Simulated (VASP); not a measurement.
Here is a VASP 6.6.1 calculation.

Contents of INCAR:

```
PREC = Accurate
ENCUT = 520
EDIFF = 1E-7
ISMEAR = -1
SIGMA = 0.05
LREAL = False
LASPH = True
NELM = 150
ALGO = Normal
ISIF = 2
LWAVE = False
LCHARG = False
ISPIN = 2
MAGMOM = 7 7 0 0
LORBIT = 11
LMAXMIX = 6
LDAU = True
LDAUTYPE = 2
LDAUL = 3 -1
LDAUU = 6 0
LDAUJ = 0 0
LDAUPRINT = 1
GGA = PE
NBANDS = 35
```

File KPOINTS:

```
Automatic mesh
0
Gamma
  7 7 7
```

The input POSCAR:

```
GdN
1.0
    2.5050000000      2.5050000000      5.0100000000
    5.0100000000      2.5050000000      2.5050000000
    2.5050000000      5.0100000000      2.5050000000
Gd N
2 2
Direct
    0.0000000000      0.0000000000      0.0000000000
    0.5000000000      0.5000000000      0.5000000000
    0.2500000000      0.2500000000      0.2500000000
    0.7500000000      0.7500000000      0.7500000000
```

Potentials or basis: VASP PAW PBE potentials, release 64 (Gd, N).

Run with:

```bash
$ cat potpaw_PBE.64/Gd/POTCAR potpaw_PBE.64/N/POTCAR > POTCAR
$ mpirun -np 1 vasp_std > vasp.out
```

**Question.** Estimate the band gap on the k mesh.

**Answer.** None (metal or under the smearing width).

**Question.** Predict the pressure.

**Answer.** -0.4 GPa.

**Question.** Estimate the net moment.

**Answer.** 14.00 μB per cell.

Eigenvalues of the final occupation matrices:
```csv
site,spin,trace,eigenvalues
site 1 f,1,6.94,0.99 0.99 0.99 0.99 0.99 0.99 0.99
site 1 f,2,0.04,0.00 0.00 0.00 0.00 0.01 0.01 0.01
site 2 f,1,6.94,0.99 0.99 0.99 0.99 0.99 0.99 0.99
site 2 f,2,0.04,0.00 0.00 0.00 0.00 0.01 0.01 0.01
```

Caveat: spin-orbit coupling is left out, which moves the levels of the heavy elements. The state reached can hang on the start; a lower one may exist.
